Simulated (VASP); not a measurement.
PtSe2:

```
Pt Se
1.0
     3.72400    0.00000    0.00000
    -1.86200    3.22508    0.00000
     0.00000    0.00000    5.06200
Pt Se
1 2
Direct
  0.00000 0.00000 0.00000
  0.33333 0.66667 0.25000
  0.66667 0.33333 0.75000
```

| Item | Value |
| --- | --- |
| Program | VASP 6.6.1 |
| Task | relaxation of cell and atoms |
| Functional | LDA |
| Potentials or basis | VASP PAW LDA potentials, release 64 (Pt, Se) |
| Cutoff | 350 eV |
| k mesh | 6 × 6 × 4 |
| Occupations | gaussian, width 0.02 eV |
| Spin | no spin polarisation |

At the start: pressure -0.2 GPa; volume 20.27 Å³/atom.

Q: How do energy, volume and symmetry change on relaxing?

A: Over 18 steps the energy falls by 13.1 meV/atom and the volume is 19.31 Å³/atom (-4.7 %); space group P-3m1 (No. 164, to 0.05 Å).

The path:
```
step  energy change (eV)  largest force (eV/Å)  pressure (GPa)  volume (Å³)
   1              0.0000                0.2395           -0.25        60.80
   2             -0.0081                0.2198           -0.63        60.52
   3             -0.0270                0.0114           -1.53        59.68
   4             -0.0165                0.5341           -2.61        57.98
   5             -0.0317                0.1431           -1.85        59.17
   6             -0.0351                0.1195           -1.28        58.76
   7             -0.0378                0.0834           -0.27        58.09
   8             -0.0380                0.0735            0.03        57.90
   9             -0.0382                0.0638            0.03        57.91
  10             -0.0389                0.0345            0.04        57.92
  11             -0.0392                0.0241            0.08        57.93
  12             -0.0393                0.0128            0.07        57.93
  13             -0.0393                0.0021           -0.06        57.97
  14             -0.0393                0.0049           -0.02        57.96
  15             -0.0393                0.0042           -0.02        57.95
  16             -0.0393                0.0020           -0.01        57.94
  17             -0.0393                0.0023            0.01        57.90
  18             -0.0393                0.0003            0.00        57.92
```

Final structure:
```xyz
3
Lattice="3.7390 0.0000 0.0000 -1.8695 3.2380 0.0000 0.0000 0.0000 4.7837" Properties=species:S:1:pos:R:3 pbc="T T T"
Pt    0.0000    0.0000    0.0000
Se    0.0000    2.1587    1.2664
Se    1.8695    1.0793    3.5174
```
